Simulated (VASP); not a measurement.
VASP ran on this input.

**POSCAR**
```
SrSi2
1.0
 -2.2315780000   2.2315780000   6.9701040000
  2.2315780000  -2.2315780000   6.9701040000
  2.2315780000   2.2315780000  -6.9701040000
Sr Si
2 4
Direct
  0.2500000000   0.7500000000   0.5000000000
  0.5000000000   0.5000000000   0.0000000000
  0.8335100000   0.3335100000   0.5000000000
  0.0835100000   0.0835100000   0.0000000000
  0.9164900000   0.9164900000   0.0000000000
  0.6664900000   0.1664900000   0.5000000000
```

### INCAR
```
ALGO=Normal
EDIFF=1E-6
ENCUT=300
GGA=PS
ISIF=2
ISMEAR=-1
LASPH=.TRUE.
LCHARG=.FALSE.
LMAXMIX=4
LREAL=.FALSE.
LWAVE=.FALSE.
NELM=100
PREC=Accurate
SIGMA=0.136
SYSTEM=SrSi2
```

### KPOINTS
```
Regular mesh
0
Gamma
7 7 7
0 0 0
```

POTCAR, in this order: Sr_sv Si (PBE.64 set). Program: vasp_std.

Q: Write an equivalent input for Ansatz.

A: One equivalent input (not run):
Ansatz 0.2 input:
```yaml
crystal:
  lattice:
    - [-2.2315780, 2.2315780, 6.9701040]
    - [2.2315780, -2.2315780, 6.9701040]
    - [2.2315780, 2.2315780, -6.9701040]
  atoms:
    - { symbol: Sr, position: [0.2500000, 0.7500000, 0.5000000] }
    - { symbol: Sr, position: [0.5000000, 0.5000000, 0.0000000] }
    - { symbol: Si, position: [0.8335100, 0.3335100, 0.5000000] }
    - { symbol: Si, position: [0.0835100, 0.0835100, 0.0000000] }
    - { symbol: Si, position: [0.9164900, 0.9164900, 0.0000000] }
    - { symbol: Si, position: [0.6664900, 0.1664900, 0.5000000] }
kpoints:
  mp_grid: { grid: [7, 7, 7] }
hamiltonian:
  xc: pbesol
  pseudopotentials: { kind: paw }
scf:
  occupations: { method: fermi_dirac, width: 0.136 }
  max_iter: 100
output: { forces: true, stress: true, eigenvalues: true }
```
The two are equivalent in intent, not identical: each code has its own PAW files, so the cut-off isn't converted (ENCUT is set for VASP's; basis.ecutwfc is left out, and Ansatz then takes the one that its files recommend); Ansatz stops its SCF on the density residual and VASP on the energy change (EDIFF).

The structure comes from a computed database's SrSi2 entry; how it stands against other phases isn't given here. The cell was not relaxed at this level.
